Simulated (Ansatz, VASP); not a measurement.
# Ge (Germanium): VASP beside Ansatz, part 2 of 2

One calculation is typed for both programs; each brings its own data sets. How far apart do they land? The cell is taken from a series of runs on this material, whose earlier steps may have relaxed, scaled, displaced or heated it; both programs get it as it stands.

VASP 6.6.1 and Ansatz 0.2.0.

So far: The structure; VASP: zone-centre phonons, PBEsol.

### 2. VASP: zone-centre phonons, PBEsol (continued)

Level of this step: PBEsol; plane waves and PAW (Ge_d) (VASP).

Numbers of over 12 decimals in the logs are rounded to 6 here.

Parts of OUTCAR (step 2):

```text
ion  position               nearest neighbor table
   1  0.500  0.500  0.500-   2 2.45   2 2.45   2 2.45   2 2.45
   2  0.750  0.750  0.750-   1 2.45   1 2.45   1 2.45   1 2.45

  LATTYP: Found a body centered tetragonal cell.
 ALAT       =     4.0244375223
 C/A-ratio  =     1.3961675193

 Subroutine GETGRP returns: Found  4 space group operations
 (whereof  2 operations were pure point group operations)

The static configuration has the point symmetry C_1h.
 The point group associated with its full space group is C_2h.

   k-points           NKPTS =   1728   k-points in BZ     NKDIM =   1728   number of bands    NBANDS=     20

   dimension x,y,z NGX =    30 NGY =   30 NGZ =   30
   dimension x,y,z NGXF=    60 NGYF=   60 NGZF=   60

   ENCUT  =  500.0 eV  36.75 Ry    6.06 a.u.   7.29  7.29  7.34*2*pi/ulx,y,z

   NELECT =      28.0000    total number of electrons

 k-points in reciprocal lattice and weights: Points of the shifted mesh
   0.04166667  0.04166667  0.04166667       0.001
   0.04166667  0.04166667  0.12500000       0.001
   0.04166667  0.04166667  0.20833333       0.001
   0.04166667  0.04166667  0.29166667       0.001
   0.04166667  0.04166667  0.37500000       0.001
   0.04166667  0.04166667  0.45833333       0.001
   0.04166667  0.04166667  0.54166667       0.001
   0.04166667  0.04166667  0.62500000       0.001
   0.04166667  0.04166667  0.70833333       0.001
[...]
0.95833333  0.95833333  0.87500000       0.001
   0.95833333  0.95833333  0.95833333       0.001

 average (electrostatic) potential at core
       1 -74.2080       2 -74.2080

  Total       -0.0386165     -0.0386165      0.2178306     -0.0018762     -0.0023777     -0.0023777
  in kB       -1.3597558     -1.3597558      7.6701941     -0.0660646     -0.0837225     -0.0837231
  external PRESSURE =       1.6502275 kB  Pullay stress =       0.0000000 kB

  energy-cutoff  :      500.00
  volume of cell :       45.50
      direct lattice vectors                 reciprocal lattice vectors
     0.000000000  2.845707062  2.809394476    -0.175703257  0.175703257  0.177974295
     2.845707062  0.000000000  2.809394476     0.175703257 -0.175703257  0.177974295
     2.845707062  2.845707062  0.000000000     0.175703257  0.175703257 -0.177974295

 POSITION                                       TOTAL-FORCE (eV/Angst)
 -----------------------------------------------------------------------------------
      2.84554      2.84554      2.80926         0.000065      0.000065      0.000053
      4.26873      4.26873      4.21423        -0.000065     -0.000065     -0.000053
 -----------------------------------------------------------------------------------
    total drift:                               -0.000000     -0.000000     -0.000000

 Eigenvectors and eigenvalues of the dynamical matrix
 ----------------------------------------------------

   1 f  =    8.695620 THz    54.636190 2PiTHz  290.054653 cm-1    35.962177 meV
             X         Y         Z           dx          dy          dz
      2.845541  2.845541  2.809261    -0.495568   -0.495568    0.093937
      4.268726  4.268726  4.214225     0.495568    0.495568   -0.093937

   2 f  =    8.692622 THz    54.617356 2PiTHz  289.954666 cm-1    35.949781 meV
             X         Y         Z           dx          dy          dz
      2.845541  2.845541  2.809261    -0.500000    0.500000   -0.000000
      4.268726  4.268726  4.214225     0.500000   -0.500000    0.000000

   3 f  =    8.691470 THz    54.610115 2PiTHz  289.916225 cm-1    35.945015 meV
             X         Y         Z           dx          dy          dz
      2.845541  2.845541  2.809261    -0.066424   -0.066424   -0.700839
      4.268726  4.268726  4.214225     0.066424    0.066424    0.700839

   4 f  =    0.000000 THz     0.000001 2PiTHz    0.000004 cm-1     0.000000 meV
             X         Y         Z           dx          dy          dz
      2.845541  2.845541  2.809261    -0.059618   -0.263408   -0.653500
      4.268726  4.268726  4.214225    -0.059618   -0.263408   -0.653500

   5 f  =    0.000000 THz     0.000000 2PiTHz    0.000001 cm-1     0.000000 meV
             X         Y         Z           dx          dy          dz
      2.845541  2.845541  2.809261     0.238407    0.609610   -0.267466
      4.268726  4.268726  4.214225     0.238407    0.609610   -0.267466

   6 f/i=    0.000000 THz     0.000001 2PiTHz    0.000004 cm-1     0.000001 meV
             X         Y         Z           dx          dy          dz
      2.845541  2.845541  2.809261     0.663029   -0.242883    0.037413
      4.268726  4.268726  4.214225     0.663029   -0.242883    0.037413

 ELASTIC MODULI CONTR FROM IONIC RELAXATION (kBar)
 Direction    XX          YY          ZZ          XY          YZ          ZX
 --------------------------------------------------------------------------------
 XX          -0.0168     -0.0079     -0.0073      0.2448      1.9371      0.3277
 YY          -0.0079     -0.0168     -0.0073      0.0064      0.6240      1.8797
 ZZ          -0.0073     -0.0073     -0.0196      1.9810      0.4896      0.7179
 XY           0.2448      0.0064      1.9810   -241.9413      2.2545      1.1613
 YZ           1.9371      0.6240      0.4896      2.2545   -234.1685      1.8803
 ZX           0.3277      1.8797      0.7179      1.1613      1.8803   -234.4500
 --------------------------------------------------------------------------------
```

### 3. Ansatz: zone-centre phonons, PBEsol

Ansatz runs on its PAW soft_1 files.

The same cell, functional, mesh and smearing now go to Ansatz, which takes its cutoff from its data sets.

Input file input.yaml:

```yaml
crystal:
  lattice:
    - [0.0, 2.8457070625, 2.8093944761]
    - [2.8457070625, 0.0, 2.8093944761]
    - [2.8457070625, 2.8457070625, 0.0]
  atoms:
    - { symbol: Ge, position: [0.4999762734, 0.4999762734, 0.4999655468] }
    - { symbol: Ge, position: [0.7500237266, 0.7500237266, 0.7500344532] }
kpoints:
  mp_grid: { grid: [12, 12, 12], shift: [0.5, 0.5, 0.5] }
hamiltonian:
  xc: pbesol
  pseudopotentials: { kind: paw, azcp: { folder: soft_1 }, xc_functional: pbe }
scf:
  occupations: { method: gaussian, width: 0.015 }
output:
  eigenvalues: true
phonons:
  method: dfpt
```

Command:

```
$ ansatz run input.yaml --threads 4 --pin off --max-ram 10240MiB --backend cpu --events-out ev --progress --plain --runs-dir out
```

The program printed:

```text
Engine: ansatz 0.2.0, aarch64-unknown-linux-gnu
Pseudopotentials: kind: paw
Pseudopotential: Ge, paw, valence charge 14, recommended cutoff 420 eV (normal), soft_1/Ge.paw.azcp
Functional definition: PBEsol
  exchange = pbesol_x
  correlation = pbesol_c
Crystal: 2 atoms, lattice volume = 45.501 Å³
Basis set: ecut = 420 eV, 893 PW (Γ), exchange–correlation on 64×64×64 points (8 copies of the dense FFT grid, shifted against one another)
Bands: 18, of which v1, the nominal top of the filled ones, is band 14 counted from 1 (13 counted from 0)
Symmetry: 4 space group operations
k-points: 864 of 1728 (irreducible under 1 space group operation, time reversal used)
Non-local potential: Ge, projectors of the file, l = 0: 2, l = 1: 2, l = 2: 3, l = 3: 1
PAW form: soft (Blöchl's): semilocal exchange-correlation on the pseudo side does not see the compensation charge
PAW frozen core: Ge, regenerated for the run's functional, and the local potential with it (the file was generated under x = pbe(κ = 0.804, μ = 0.219515), c = pbe(β = 0.066725))
PAW one-centre angular grid: Ge, 590 points (default); XC on 64 Gauss nodes
Initial density: superposition of atomic densities (chi_scale 0.1, normalization cell)
Initial wavefunctions: pseudopotential atomic-orbital guess
Functional: x = pbesol(κ = 0.804, μ = 0.123457), c = pbesol(β = 0.046)
SCF iter   1: F=—  HF=-8507.076138 eV  |F-HF|=—  |Δ(HF+E_count)|=         —  Δρ=3.50e-2  dr2=4.44e-1  ethr=3.10e-3  ⟨swp⟩=6.0  Hψ=71775  notcnv=0
preconditioner: auto → none  [insulator: Δε(μ)=0.212 eV  Ē_g=23.264 eV  σ=0.015 eV  W_gap=1.00  n_scr=14 (ndim 8)  ℏωp=29.1 eV  f_vac=0.000  D(μ)=0.00/eV (n_scr^D=0)  ε∞_Penn≈2.6]
SCF iter   2: F=—  HF=-8507.012920 eV  |F-HF|=—  |Δ(HF+E_count)|=   6.32e-2  Δρ=1.68e-2  dr2=8.44e-2  ethr=1.59e-3  ⟨swp⟩=2.0  Hψ=25521  notcnv=0
SCF iter   3: F=—  HF=-8507.006247 eV  |F-HF|=—  |Δ(HF+E_count)|=   6.67e-3  Δρ=1.58e-3  dr2=2.94e-4  ethr=3.01e-4  ⟨swp⟩=2.8  Hψ=22337  notcnv=0
SCF iter   4: F=—  HF=-8507.006394 eV  |F-HF|=—  |Δ(HF+E_count)|=   1.47e-4  Δρ=2.15e-4  dr2=1.47e-5  ethr=1.05e-6  ⟨swp⟩=2.0  Hψ=26310  notcnv=0
SCF iter   5: F=—  HF=-8507.006362 eV  |F-HF|=—  |Δ(HF+E_count)|=   3.18e-5  Δρ=1.13e-4  dr2=4.15e-6  ethr=5.24e-8  ⟨swp⟩=2.0  Hψ=27648  notcnv=0
SCF iter   6: F=—  HF=-8507.006357 eV  |F-HF|=—  |Δ(HF+E_count)|=   4.65e-6  Δρ=3.81e-5  dr2=4.53e-7  ethr=1.48e-8  ⟨swp⟩=2.0  Hψ=27648  notcnv=0
SCF iter   7: F=—  HF=-8507.006356 eV  |F-HF|=—  |Δ(HF+E_count)|=   1.46e-6  Δρ=6.00e-6  dr2=1.04e-8  ethr=1.62e-9  ⟨swp⟩=2.0  Hψ=27648  notcnv=0
SCF iter   8: F=—  HF=-8507.006356 eV  |F-HF|=—  |Δ(HF+E_count)|=   1.24e-8  Δρ=4.81e-7  dr2=6.15e-11  ethr=3.71e-11  ⟨swp⟩=2.0  Hψ=27648  notcnv=0
SCF iter   9: F=-8507.006356 eV  HF=-8507.006356 eV  |F-HF|=5.46e-12  |Δ(HF+E_count)|=  7.09e-11  Δρ=4.28e-8  dr2=6.20e-13  ethr=1.00e-12  ⟨swp⟩=5.5  Hψ=67980  notcnv=0
SCF 1 converged in 9 iterations: F = -8507.006356 eV  dr2 = 6.20e-13
  greatest PAW one-centre occupation: 0.998 electrons in one spin orbital (limit 2), on the Ge atom at site 1 (counted from 0), in its partial waves of l = 2
DFPT response loops at Γ: preconditioner auto → none (the input reference at scf.mixing.eps_inf says where Resta's filter doesn't serve); β = 0.50; Broyden in place of MSR1
SCF converged after 9 iterations
Free energy (F): -8507.006356 eV
Harris-Foulkes:  -8507.006356 eV  (|F-HF|=5.46e-12)
Internal energy: -8507.006356 eV  (E = F + TS)
E sigma→0 (E₀):  -8507.006356 eV
Fermi energy:    8.393719 eV
--- Per-component energies (eV) ---
  E_band       = -305.288700
  E_kinetic    = 185.723369
  E_local      = -4511.003918  (includes V_loc(G=0)·N_el)
  E_nonlocal   = 438.777850
  E_hartree    = 2147.429336
  E_xc         = -142.198313
  E_vxc        = -130.336141  (∫ρ·V_xc dr)
  E_paw        = -3944.769484  (= ΣΔE_a)
  E_vpaw       = -583.308532  (= ΣTr[D̂ρ^β])
  E_aug_tail   = 0.000032  (compensation charges beyond the density's cutoff)
  E_ewald      = -2682.801104
  E_core_change = 1.835876  (= ΣΔE_core)
  E_smearing   = -0.000000  (= −TS)
  E_closure    = 0.000000  (closes the sum)
  Σ components = -8507.006356   (vs F -8507.006356, Δ=0.00e0)
--- Band table (eV; the first three rows and the last of 864) ---
  k-point 0: bands = [... 10 lower, -4.3892, 7.5740, 8.2651, 8.3305, 8.9139, 10.8920, 10.9503, 10.9669]
  k-point 1: bands = [... 10 lower, -4.2773, 6.3990, 7.8718, 8.1864, 9.4686, 11.0685, 11.1661, 11.6106]
  k-point 2: bands = [... 10 lower, -4.0005, 4.8581, 7.4242, 7.8613, 9.4032, 11.4794, 11.7480, 12.7447]
  k-point 863: bands = [... 10 lower, -2.3150, 0.7581, 6.6586, 6.9345, 8.7081, 11.9583, 12.1603, 15.4125]
--- Phonons (Γ-DFPT): 2 representative perturbations + reference, on 864 of 1728 k-points (Σ response iterations 6) ---
  k mesh reduced under 1 symmetry operation, with k and −k counted as one. Each operation leaves every solved perturbation unchanged. A smaller set is not used because it would not reduce the number of displacements times k-points to solve
  ASR residual: 2.644e-5 → 0.000e0 eV/Å²; symmetrization residual: 3.047e-6 eV/Å²
  ASR residual per site (eV/Å²): 2.64e-5 2.64e-5
  Γ frequencies (cm⁻¹): 0.00 0.00 0.00 289.46 290.13 290.24
  non-analytic LO–TO correction: not included (Born effective charges unavailable; polar crystals: no LO–TO splitting at Γ)
```

### 4. Side by side

Known differences besides the potentials themselves: the cutoff is 420 eV in Ansatz and 500 eV in VASP; Ansatz makes its cores anew for this functional, VASP keeps those of its PBE data sets. Total energies have different zeros and are not compared.

Both answers:

```
                  quantity  Ansatz   VASP  difference
     optical mode 1 (cm⁻¹)   289.5  289.9     -0.16 %
optical mode 2 to 3 (cm⁻¹)   290.1  290.0     +0.06 %
```

Modes are paired by rising frequency, not by their patterns, so a pair may set unlike modes beside each other; they are those without the splitting of longitudinal modes.

### 5. Summary of results

| Property | Result |
| --- | --- |
| r.m.s. difference of the optical zone-centre modes, each program's sorted by frequency (zone-centre phonons, PBEsol) | 0.30 cm⁻¹ |

What this shows: The r.m.s. difference of the optical zone-centre modes, each program's sorted by frequency is 0.30 cm⁻¹ (zone-centre phonons, PBEsol). How closely two codes agree says nothing of how well the functional describes the real material.

[Lines on the potential files, build, host, timing and source positions are cut from VASP's logs without a mark.]

[Logs are printed without paths, hosts, clocks, repeated set-up lines and the standing remarks that a program may print on its own settings, such as how far it seeks lower states.]

[Hosts, paths, dates, database ids (printed as entryN), source tags and the programs' standing remarks are cut or masked in the printed files.]
